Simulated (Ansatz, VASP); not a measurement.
# Cross-check of NiSb (Breithauptite) between VASP and Ansatz, part 2 of 2

Aim: how closely do two programs agree when they are given the same cell, functional and k mesh? The cell is taken from a series of VASP runs on this material, whose earlier steps may have relaxed, scaled or displaced it; both programs get it as it stands.

VASP 6.6.1 and Ansatz 0.2.0.

So far: Set-up; Ansatz: zone-centre phonons, PBE, DFT+U.

## 3. VASP: zone-centre phonons, PBE, DFT+U

Level of this step: PBE, DFT+U (Ni d 5.3 eV), spin-polarised from a ferromagnetic start; plane waves and PAW (Sb, Ni) (VASP).

The same cell, functional, mesh and smearing now go to VASP, with its own data sets and cutoff.

Lines of VASP's logs that name or quote its potential files are left out, and so is its time.

INCAR

```
SYSTEM = NiSb
PREC = Accurate
ENCUT = 400
EDIFF = 1E-08
NELM = 100
ISMEAR = 0
SIGMA = 0.05
LREAL = .FALSE.
ALGO = Normal
GGA = PE
ISPIN = 2
MAGMOM = 0 0 1 1
LDAU = .TRUE.
LDAUTYPE = 2
LDAUL = -1 2
LDAUU = 0 5.3
LDAUJ = 0 0
LDAUPRINT = 1
LASPH = .TRUE.
LMAXMIX = 4
LORBIT = 11
LWAVE = .FALSE.
LCHARG = .FALSE.
KPAR = 2
IBRION = 6
NFREE = 2
POTIM = 0.015
ISIF = 2
NSW = 1
```

POSCAR

```
NiSb
1.0
    3.8967648975      0.0000000000      0.0000000000
   -1.9483824488      3.3746973939      0.0000000000
    0.0000000000      0.0000000000      5.1211691527
Sb Ni
2 2
Direct
    0.6666666667      0.3333333333      0.7500000000
    0.3333333333      0.6666666667      0.2500000000
    0.0000000000      0.0000000000      0.5000000000
    0.0000000000      0.0000000000      0.0000000000
```

KPOINTS

```
Automatic mesh
0
Gamma
8 8 5
0 0 0
```

PAW data sets: Sb and Ni (PBE family, release 64).

Command:

```
mpirun -np 2 vasp_std
```

Numbers of over 12 decimals in the logs are rounded to 6 here.

Log:

```text
[banner, memory and clock lines left out]
running    2 mpi-ranks, on    1 nodes
 distrk:  each k-point on    1 cores,    2 groups
 distr:  one band on    1 cores,    1 groups

 POSCAR found type information on POSCAR SbNi
 POSCAR found :  2 types and       4 ions
 LDA part: xc-table for (Slater+PW92), standard interpolation
 POSCAR, INCAR and KPOINTS ok, starting setup
 FFT: planning ... GRIDC
 FFT: planning ... GRID_SOFT
 FFT: planning ... GRID
 WAVECAR not read
 entering main loop
       N       E                     dE             d eps       ncg     rms          rms(c)
DAV:   1     0.157277493311E+03    0.15728E+03   -0.10886E+04  2408   0.128E+03
DAV:   2    -0.594086623290E+01   -0.16322E+03   -0.15825E+03  2460   0.282E+02
DAV:   3    -0.139982017428E+02   -0.80573E+01   -0.79167E+01  2760   0.829E+01
DAV:   4    -0.141405415832E+02   -0.14234E+00   -0.14210E+00  2636   0.105E+01
DAV:   5    -0.141444357102E+02   -0.38941E-02   -0.38940E-02  2816   0.178E+00    0.105E+01
DAV:   6    -0.145325543147E+02   -0.38812E+00   -0.41770E+00  2676   0.376E+01    0.637E+00
DAV:   7    -0.141535069401E+02    0.37905E+00   -0.26513E+00  2672   0.345E+01    0.449E+00
DAV:   8    -0.141087911959E+02    0.44716E-01   -0.55786E-01  3084   0.968E+00    0.138E+00
DAV:   9    -0.141183735854E+02   -0.95824E-02   -0.77876E-02  2956   0.469E+00    0.500E-01
DAV:  10    -0.141201857203E+02   -0.18121E-02   -0.95297E-03  3476   0.109E+00    0.220E-01
DAV:  11    -0.141217987561E+02   -0.16130E-02   -0.20737E-03  3384   0.785E-01    0.141E-01
DAV:  12    -0.141220697037E+02   -0.27095E-03   -0.62530E-04  2992   0.314E-01    0.554E-02
DAV:  13    -0.141222100428E+02   -0.14034E-03   -0.21333E-04  3708   0.243E-01    0.363E-02
DAV:  14    -0.141222306114E+02   -0.20569E-04   -0.83599E-05  3140   0.114E-01    0.202E-02
DAV:  15    -0.141222380369E+02   -0.74255E-05   -0.16721E-05  3356   0.620E-02    0.665E-03
DAV:  16    -0.141222393848E+02   -0.13479E-05   -0.37888E-06  3148   0.241E-02    0.348E-03
DAV:  17    -0.141222400884E+02   -0.70362E-06   -0.13171E-06  3784   0.186E-02    0.235E-03
DAV:  18    -0.141222407045E+02   -0.61617E-06   -0.82659E-07  3700   0.152E-02    0.128E-03
DAV:  19    -0.141222408885E+02   -0.18392E-06   -0.34738E-07  3660   0.925E-03    0.115E-03
DAV:  20    -0.141222409101E+02   -0.21598E-07   -0.36139E-07  3704   0.114E-02    0.565E-04
DAV:  21    -0.141222409023E+02    0.77807E-08   -0.18202E-07  3576   0.604E-03    0.323E-04
DAV:  22    -0.141222408844E+02    0.17927E-07   -0.34944E-08  1628   0.343E-03    0.149E-04
DAV:  23    -0.141222408733E+02    0.11085E-07   -0.31634E-08  1860   0.227E-03    0.906E-05
DAV:  24    -0.141222408728E+02    0.50750E-09   -0.10557E-08  1380   0.107E-03
   1 F= -.14122241E+02 E0= -.14120489E+02  d E =-.350380E-02  mag=    -0.0000
[... from here on, the cycles between the ionic steps are left out ...]
   2 F= -.14121551E+02 E0= -.14119856E+02  d E =-.338990E-02  mag=    -0.0000
   3 F= -.14121551E+02 E0= -.14119856E+02  d E =-.338995E-02  mag=    -0.0000
   4 F= -.14121528E+02 E0= -.14119782E+02  d E =-.349289E-02  mag=    -0.0000
   5 F= -.14121528E+02 E0= -.14119782E+02  d E =-.349288E-02  mag=    -0.0000
   6 F= -.14121664E+02 E0= -.14119912E+02  d E =-.350504E-02  mag=     0.0000
   7 F= -.14121664E+02 E0= -.14119912E+02  d E =-.350509E-02  mag=    -0.0000
   8 F= -.14121315E+02 E0= -.14119562E+02  d E =-.350653E-02  mag=     0.0000
 Finite differences progress:
  Degree of freedom:   4/  4
  Displacement:        1/  2
  Total:               7/  8
 bond charge predicted
       N       E                     dE             d eps       ncg     rms          rms(c)
DAV:   1    -0.141198204519E+02    0.14947E-02   -0.38329E+00  3200   0.128E+01    0.231E-01
DAV:   2    -0.141216296353E+02   -0.18092E-02   -0.23275E-02  3672   0.192E+00    0.183E-01
DAV:   3    -0.141215371074E+02    0.92528E-04   -0.33008E-03  3872   0.179E+00    0.153E-01
DAV:   4    -0.141213829767E+02    0.15413E-03   -0.12364E-03  4040   0.117E+00    0.829E-02
DAV:   5    -0.141213270720E+02    0.55905E-04   -0.35890E-04  3696   0.520E-01    0.432E-02
DAV:   6    -0.141213157795E+02    0.11292E-04   -0.84313E-05  4520   0.224E-01    0.118E-02
DAV:   7    -0.141213151442E+02    0.63537E-06   -0.13086E-05  3632   0.773E-02    0.451E-03
DAV:   8    -0.141213151455E+02   -0.13647E-08   -0.13506E-06  3720   0.172E-02    0.111E-03
DAV:   9    -0.141213151254E+02    0.20075E-07   -0.59829E-08  3312   0.237E-03    0.656E-04
DAV:  10    -0.141213151013E+02    0.24178E-07   -0.96245E-09  1720   0.226E-03    0.126E-04
DAV:  11    -0.141213150989E+02    0.23574E-08   -0.46445E-09  1688   0.108E-03
   9 F= -.14121315E+02 E0= -.14119562E+02  d E =-.350655E-02  mag=     0.0000
 Finite differences progress:
  Degree of freedom:   4/  4
  Displacement:        2/  2
  Total:               8/  8
```

Parts of OUTCAR (step 3):

```text
ion  position               nearest neighbor table
   1  0.667  0.333  0.750-   3 2.59   4 2.59   3 2.59   4 2.59   3 2.59   4 2.59   2 3.41   2 3.41
                             2 3.41   2 3.41   2 3.41   2 3.41
   2  0.333  0.667  0.250-   3 2.59   4 2.59   3 2.59   4 2.59   3 2.59   4 2.59   1 3.41   1 3.41
                             1 3.41   1 3.41   1 3.41   1 3.41
   3  0.000  0.000  0.500-   4 2.56   4 2.56   1 2.59   2 2.59   1 2.59   2 2.59   1 2.59   2 2.59

  LATTYP: Found a hexagonal cell.
 ALAT       =     3.8967648975
 C/A-ratio  =     1.3142104508

 Subroutine GETGRP returns: Found 24 space group operations
 (whereof 12 operations were pure point group operations)

The static configuration has the point symmetry D_3d.
 The point group associated with its full space group is D_6h.

 Found     30 irreducible k-points:

   k-points           NKPTS =     30   k-points in BZ     NKDIM =     30   number of bands    NBANDS=     20

   dimension x,y,z NGX =    28 NGY =   28 NGZ =   36
   dimension x,y,z NGXF=    56 NGYF=   56 NGZF=   72

   ENCUT  =  400.0 eV  29.40 Ry    5.42 a.u.   6.35  6.35  8.35*2*pi/ulx,y,z

   NELECT =      30.0000    total number of electrons

 k-points in reciprocal lattice and weights: Automatic mesh
   0.00000000  0.00000000  0.00000000       0.003
   0.12500000  0.00000000  0.00000000       0.019
   0.25000000  0.00000000  0.00000000       0.019
   0.37500000  0.00000000  0.00000000       0.019
   0.50000000  0.00000000  0.00000000       0.009
   0.12500000  0.12500000  0.00000000       0.019
   0.25000000  0.12500000  0.00000000       0.038
   0.37500000  0.12500000  0.00000000       0.038
   0.25000000  0.25000000  0.00000000       0.019
[...]
0.25000000  0.25000000  0.40000000       0.038
   0.37500000  0.25000000  0.40000000       0.038

atom =   3  type =  2  l = 2

 onsite density matrix

spin component  1

  0.8778 -0.0000  0.0000 -0.0500  0.0000
 -0.0000  0.8678  0.0000 -0.0000 -0.0500
  0.0000  0.0000  0.9001 -0.0000  0.0000
 -0.0500 -0.0000 -0.0000  0.8678  0.0000
  0.0000 -0.0500  0.0000  0.0000  0.8778

spin component  2

  0.8778 -0.0000  0.0000 -0.0500 -0.0000
 -0.0000  0.8678 -0.0000 -0.0000 -0.0500
  0.0000 -0.0000  0.9001 -0.0000 -0.0000
 -0.0500 -0.0000 -0.0000  0.8678  0.0000
 -0.0000 -0.0500 -0.0000  0.0000  0.8778

 occupancies and eigenvectors

  o =  0.8226  v =  0.0000  0.0000  0.0000  0.0000  0.0000  0.0014  0.7415  0.0000  0.0015  0.6710      0.0000  0.0000  0.0000  0.0000  0.0000  0.0000  0.0000  0.0000  0.0000  0.0000
  o =  0.8226  v =  0.6710  0.0016 -0.0000  0.7415  0.0014  0.0000  0.0000  0.0000  0.0000  0.0000      0.0000  0.0000  0.0000  0.0000  0.0000  0.0000  0.0000  0.0000  0.0000  0.0000
  o =  0.8226  v =  0.0000  0.0000  0.0000  0.0000  0.0000  0.6710 -0.0015 -0.0000  0.7415 -0.0014      0.0000  0.0000  0.0000  0.0000  0.0000  0.0000  0.0000  0.0000  0.0000  0.0000
  o =  0.8226  v = -0.0014  0.7415 -0.0000 -0.0016  0.6710  0.0000  0.0000  0.0000  0.0000  0.0000      0.0000  0.0000  0.0000  0.0000  0.0000  0.0000  0.0000  0.0000  0.0000  0.0000
  o =  0.9001  v =  0.0000  0.0000  0.0000  0.0000  0.0000  0.0000  0.0000 -1.0000 -0.0000  0.0000      0.0000  0.0000  0.0000  0.0000  0.0000  0.0000  0.0000  0.0000  0.0000  0.0000
  o =  0.9001  v =  0.0000 -0.0000 -1.0000 -0.0000 -0.0000  0.0000  0.0000  0.0000  0.0000  0.0000      0.0000  0.0000  0.0000  0.0000  0.0000  0.0000  0.0000  0.0000  0.0000  0.0000
  o =  0.9231  v =  0.0000  0.0000  0.0000  0.0000  0.0000  0.7415 -0.0011  0.0000 -0.6710  0.0012      0.0000  0.0000  0.0000  0.0000  0.0000  0.0000  0.0000  0.0000  0.0000  0.0000
  o =  0.9231  v =  0.0012 -0.6710 -0.0000 -0.0011  0.7415  0.0000  0.0000  0.0000  0.0000  0.0000      0.0000  0.0000  0.0000  0.0000  0.0000  0.0000  0.0000  0.0000  0.0000  0.0000
  o =  0.9231  v =  0.0000  0.0000  0.0000  0.0000  0.0000 -0.0012 -0.6710  0.0000  0.0011  0.7415      0.0000  0.0000  0.0000  0.0000  0.0000  0.0000  0.0000  0.0000  0.0000  0.0000
[...]
15       9.1085      1.00000
     16      10.9314      0.00000
     17      12.6539      0.00000
     18      13.7828      0.00000
     19      14.2911      0.00000
     20      16.4768      0.00000

 k-point     4 :       0.3750    0.0000    0.0000
  band No.  band energies     occupation
    ...
     11       7.4218      1.00000
     12       7.9363      1.00000
     13       8.0492      1.00000
     14       8.0871      1.00000
     15       8.5405      1.00000
     16       9.9763      0.22586
     17      11.4282      0.00000
     18      13.6454      0.00000
     19      14.0014      0.00000
     20      15.9385      0.00000

 k-point     5 :       0.5000    0.0000    0.0000
  band No.  band energies     occupation
    ...
     12       7.4615      1.00000
     13       7.7697      1.00000
     14       7.9909      1.00000
     15       8.0872      1.00000
     16       9.5092      1.00000
     17      11.0025      0.00000
     18      13.4543      0.00000
     19      14.0445      0.00000
     20      15.7106      0.00000

 k-point     6 :       0.1250    0.1250    0.0000
  band No.  band energies     occupation
    ...
     11       8.0047      1.00000
     12       8.0817      1.00000
     13       8.2878      1.00000
     14       9.0506      1.00000
     15       9.2034      1.00000
     16      12.1954      0.00000
     17      12.5486      0.00000
     18      13.0940      0.00000
     19      15.4814      0.00000
     20      15.5992      0.00000

  Total        0.0048500      0.0048500      0.0153661     -0.0000000      0.0000000      0.0000000
  in kB        0.1153846      0.1153846      0.3655668     -0.0000000      0.0000000      0.0000000
  external PRESSURE =       0.1987787 kB  Pullay stress =       0.0000000 kB

  energy-cutoff  :      400.00
  volume of cell :       67.35
      direct lattice vectors                 reciprocal lattice vectors
     3.896764898  0.000000000  0.000000000     0.256623129  0.148161432  0.000000000
    -1.948382449  3.374697394  0.000000000     0.000000000  0.296322865  0.000000000
     0.000000000  0.000000000  5.121169153     0.000000000  0.000000000  0.195267911

 POSITION                                       TOTAL-FORCE (eV/Angst)
 -----------------------------------------------------------------------------------
      1.94838      1.12490      3.84088        -0.000000     -0.000000     -0.028493
     -0.00000      2.24980      1.28029         0.000000      0.000000     -0.029114
      0.00000      0.00000      2.54558        -0.000000     -0.000000      0.123502
      0.00000      0.00000      0.00000         0.000000      0.000000     -0.065895
 -----------------------------------------------------------------------------------
    total drift:                               -0.000000      0.000000     -0.000056

  FREE ENERGIE OF THE ION-ELECTRON SYSTEM (eV)
  ---------------------------------------------------
  free  energy   TOTEN  =       -14.1213150989 eV

  energy  without entropy=      -14.1178085465  energy(sigma->0) =      -14.11956182

 Eigenvectors and eigenvalues of the dynamical matrix
 ----------------------------------------------------

   1 f  =    7.251865 THz    45.564814 2PiTHz  241.896189 cm-1    29.991292 meV
             X         Y         Z           dx          dy          dz
      1.948382  1.124899  3.840877     0.000000    0.000000    0.000000
     -0.000000  2.249798  1.280292     0.000000    0.000000    0.000000
      0.000000  0.000000  2.560585    -0.000000   -0.000000   -0.707107
      0.000000  0.000000  0.000000    -0.000000   -0.000000    0.707107

   2 f  =    6.171053 THz    38.773871 2PiTHz  205.844178 cm-1    25.521414 meV
             X         Y         Z           dx          dy          dz
      1.948382  1.124899  3.840877    -0.101430    0.389667    0.000000
     -0.000000  2.249798  1.280292    -0.101430    0.389667   -0.000000
      0.000000  0.000000  2.560585     0.146425   -0.562523   -0.000000
      0.000000  0.000000  0.000000     0.146425   -0.562523   -0.000000

   3 f  =    6.171053 THz    38.773871 2PiTHz  205.844178 cm-1    25.521414 meV
             X         Y         Z           dx          dy          dz
      1.948382  1.124899  3.840877    -0.389667   -0.101430    0.000000
     -0.000000  2.249798  1.280292    -0.389667   -0.101430    0.000000
      0.000000  0.000000  2.560585     0.562523    0.146425   -0.000000
      0.000000  0.000000  0.000000     0.562523    0.146425    0.000000

   4 f  =    4.868889 THz    30.592135 2PiTHz  162.408671 cm-1    20.136100 meV
             X         Y         Z           dx          dy          dz
      1.948382  1.124899  3.840877    -0.000000   -0.000000    0.403245
     -0.000000  2.249798  1.280292    -0.000000   -0.000000    0.403245
      0.000000  0.000000  2.560585     0.000000    0.000000   -0.580856
      0.000000  0.000000  0.000000    -0.000000   -0.000000   -0.580856

   5 f  =    4.213876 THz    26.476563 2PiTHz  140.559770 cm-1    17.427183 meV
             X         Y         Z           dx          dy          dz
      1.948382  1.124899  3.840877    -0.000000    0.000000    0.707107
     -0.000000  2.249798  1.280292    -0.000000    0.000000   -0.707107
      0.000000  0.000000  2.560585     0.000000   -0.000000   -0.000000
      0.000000  0.000000  0.000000    -0.000000    0.000000   -0.000000

   6 f  =    4.087949 THz    25.685342 2PiTHz  136.359307 cm-1    16.906392 meV
             X         Y         Z           dx          dy          dz
      1.948382  1.124899  3.840877    -0.000000   -0.000000    0.000000
     -0.000000  2.249798  1.280292     0.000000    0.000000   -0.000000
      0.000000  0.000000  2.560585    -0.178129    0.684303    0.000000
      0.000000  0.000000  0.000000     0.178129   -0.684303    0.000000

   7 f  =    4.087949 THz    25.685342 2PiTHz  136.359307 cm-1    16.906392 meV
             X         Y         Z           dx          dy          dz
      1.948382  1.124899  3.840877     0.000000   -0.000000   -0.000000
     -0.000000  2.249798  1.280292    -0.000000   -0.000000   -0.000000
      0.000000  0.000000  2.560585     0.684303    0.178129    0.000000
      0.000000  0.000000  0.000000    -0.684303   -0.178129    0.000000

   8 f  =    3.516582 THz    22.095338 2PiTHz  117.300560 cm-1    14.543409 meV
             X         Y         Z           dx          dy          dz
      1.948382  1.124899  3.840877     0.178124   -0.684304    0.000000
     -0.000000  2.249798  1.280292    -0.178124    0.684304   -0.000000
      0.000000  0.000000  2.560585    -0.000000    0.000000    0.000000
      0.000000  0.000000  0.000000    -0.000000   -0.000000    0.000000

   9 f  =    3.516582 THz    22.095338 2PiTHz  117.300560 cm-1    14.543409 meV
             X         Y         Z           dx          dy          dz
      1.948382  1.124899  3.840877    -0.684304   -0.178124    0.000000
     -0.000000  2.249798  1.280292     0.684304    0.178124   -0.000000
      0.000000  0.000000  2.560585     0.000000   -0.000000   -0.000000
      0.000000  0.000000  0.000000    -0.000000    0.000000   -0.000000

  10 f/i=    0.000248 THz     0.001556 2PiTHz    0.008260 cm-1     0.001024 meV
             X         Y         Z           dx          dy          dz
      1.948382  1.124899  3.840877     0.000000   -0.000000   -0.580856
     -0.000000  2.249798  1.280292     0.000000   -0.000000   -0.580856
      0.000000  0.000000  2.560585     0.000000   -0.000000   -0.403245
      0.000000  0.000000  0.000000     0.000000   -0.000000   -0.403245

  11 f/i=    0.006615 THz     0.041565 2PiTHz    0.220660 cm-1     0.027358 meV
             X         Y         Z           dx          dy          dz
      1.948382  1.124899  3.840877     0.525932   -0.247522    0.000000
     -0.000000  2.249798  1.280292     0.525932   -0.247522    0.000000
      0.000000  0.000000  2.560585     0.364320   -0.171462    0.000000
      0.000000  0.000000  0.000000     0.364320   -0.171462    0.000000

  12 f/i=    0.006615 THz     0.041565 2PiTHz    0.220660 cm-1     0.027358 meV
             X         Y         Z           dx          dy          dz
      1.948382  1.124899  3.840877     0.247522    0.525932   -0.000000
     -0.000000  2.249798  1.280292     0.247522    0.525932   -0.000000
      0.000000  0.000000  2.560585     0.171462    0.364320   -0.000000
      0.000000  0.000000  0.000000     0.171462    0.364320   -0.000000

 ELASTIC MODULI CONTR FROM IONIC RELAXATION (kBar)
 Direction    XX          YY          ZZ          XY          YZ          ZX
 --------------------------------------------------------------------------------
 XX        -381.7400    381.7400      0.0000      0.0000      0.0000     -0.0000
 YY         381.7400   -381.7400     -0.0000      0.0000      0.0000      0.0000
 ZZ           0.0000     -0.0000     -0.0000      0.0000      0.0000     -0.0000
 XY           0.0000      0.0000      0.0000   -381.7400      0.0000     -0.0000
 YZ           0.0000      0.0000      0.0000      0.0000      0.0000      0.0000
 ZX          -0.0000      0.0000     -0.0000     -0.0000      0.0000     -0.0000
 --------------------------------------------------------------------------------

 total charge
# of ion       s       p       d       tot
------------------------------------------
    1        1.133   1.212   0.071   2.416
    2        1.133   1.212   0.071   2.416
    3        0.426   0.461   8.747   9.635
    4        0.426   0.461   8.747   9.635
--------------------------------------------------
tot          3.119   3.346  17.637  24.103

 magnetization (x)
# of ion       s       p       d       tot
------------------------------------------
    1        0.000   0.000   0.000   0.000
    2        0.000   0.000   0.000   0.000
    3        0.000   0.000   0.000   0.000
    4        0.000   0.000   0.000   0.000
--------------------------------------------------
tot          0.000   0.000   0.000   0.000
```

The last energy, forces, stress and levels in OUTCAR belong to the last displaced cell, not to the cell of POSCAR.

## 4. Side by side

Known differences besides the potentials themselves: U acts on the PAW sphere in VASP and on atomic orbitals in Ansatz, so only states and trends compare; the data sets hold 66 valence electrons in Ansatz (default PAW (the set named soft_2) files) and 30 in VASP; the cutoff is 420 eV in Ansatz and 400 eV in VASP; VASP uses finite displacements, Ansatz perturbation theory. Total energies have different zeros and are not compared.

The two programs side by side:

| quantity | Ansatz | VASP | difference |
| --- | --- | --- | --- |
| optical mode 1 to 2 (cm⁻¹) | 121.8 | 117.3 | +3.82 % |
| optical mode 3 to 4 (cm⁻¹) | 142.9 | 136.4 | +4.77 % |
| optical mode 5 (cm⁻¹) | 143.1 | 140.6 | +1.79 % |
| optical mode 6 (cm⁻¹) | 171.5 | 162.4 | +5.58 % |
| optical mode 7 to 8 (cm⁻¹) | 220.5 | 205.8 | +7.11 % |
| optical mode 9 (cm⁻¹) | 268.1 | 241.9 | +10.81 % |

Modes are paired by rising frequency and degeneracy, not by their patterns, so a pair may still set unlike modes beside each other.

## 5. Summary of results

```
r.m.s. difference of the optical zone-centre modes, each program's sorted by frequency (zone-centre phonons, PBE, DFT+U) : 12 cm⁻¹
difference in optical mode 9 (zone-centre phonons, PBE, DFT+U)                                                           : +10.8 %
```

In words: The r.m.s. difference of the optical zone-centre modes, each program's sorted by frequency is 12 cm⁻¹ (zone-centre phonons, PBE, DFT+U). Among the rows given in per cent, the largest difference of the zone-centre phonons, PBE, DFT+U pair is in optical mode 9, +10.8 %. How closely two codes agree says nothing of how well the functional describes the real material.

[Lines on the potential files, build, host, timing and source positions are cut from VASP's logs without a mark.]

[Logs are printed without paths, hosts, clocks, repeated set-up lines and the standing remarks that a program may print on its own settings, such as how far it seeks lower states.]

[Hosts, paths, dates, database ids (printed as entryN), source tags and the programs' standing remarks are cut or masked in the printed files.]
